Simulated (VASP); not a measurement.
VASP runs on ZnGeP₂ (space group I-42d) share one base input (PBEsol GGA, plane waves, VASP's PBE PAW potentials (set 64)) and change the settings named in each case.

### KPOINTS
```
Automatic mesh
0
Gamma
6 6 6
0 0 0
```

### INCAR
```
ALGO  =  Normal
EDIFF  =  1E-6
ENCUT  =  300
GGA  =  PS
ISIF  =  2
ISMEAR  =  -1
LASPH  =  .TRUE.
LCHARG  =  .FALSE.
LMAXMIX  =  4
LREAL  =  .FALSE.
LWAVE  =  .FALSE.
NELM  =  100
PREC  =  Accurate
SIGMA  =  0.02
SYSTEM  =  ZnGeP2
```

**POSCAR**
```
ZnGeP2
1
   -2.7416490000     2.7416490000     5.4050010000
    2.7416490000    -2.7416490000     5.4050010000
    2.7416490000     2.7416490000    -5.4050010000
Zn Ge P
2 2 4
Direct
  0.7500000000   0.2500000000   0.5000000000
  0.0000000000   0.0000000000   0.0000000000
  0.2500000000   0.7500000000   0.5000000000
  0.5000000000   0.5000000000   0.0000000000
  0.1295600000   0.6250000000   0.0045600000
  0.3750000000   0.3795600000   0.5045600000
  0.6204400000   0.1250000000   0.9954400000
  0.8750000000   0.8704400000   0.4954400000
```

POTCAR, in this order: Zn Ge_d P (PBE.64 set). Program: vasp_std.

```tsv
change	E(σ→0) (eV/atom)	pressure (GPa)	−TS (eV)
base run	-4.7136	-2.79	0.0000
EDIFF = 1E-09, ENCUT = 420, KPOINTS 9×9×9 Γ-centred mesh	-4.7148	-2.47	0.0000
ENCUT = 240, ISMEAR = 1, SIGMA = 0.2, KPOINTS 2×2×2 Γ-centred mesh	-4.6056	-13.99	0.0049
ENCUT = 150, KPOINTS 4×4×4 Γ-centred mesh shifted by (0.5, 0.5, 0.5)	3.4086	-425.53	0.0000
ENCUT = 150, KPOINTS 8×8×8 Γ-centred mesh	3.3371	-423.10	0.0000
EDIFF = 1E-03, ENCUT = 180	-3.1135	-126.39	0.0000
EDIFF = 1E-04, ISMEAR = 0, SIGMA = 0.272, KPOINTS 4×4×4 Γ-centred mesh	-4.7122	-2.78	-0.0002
```
 Energies of different potentials or functionals have different zeros.  At 300 eV the pressure can carry a Pulay error.

Left out are runs that ran out of time, are held back, or changed the cell or the kind of run, fixed moments of cells without a moment, rows past the twelfth, gaps on odd meshes, pressures of charged cells and columns that move by less than the noise.

The structure comes from a computed database's ZnGeP2 entry; how it stands against other phases isn't given here. The cell was not relaxed at this level, its lattice was scaled by up to 2.5 %.
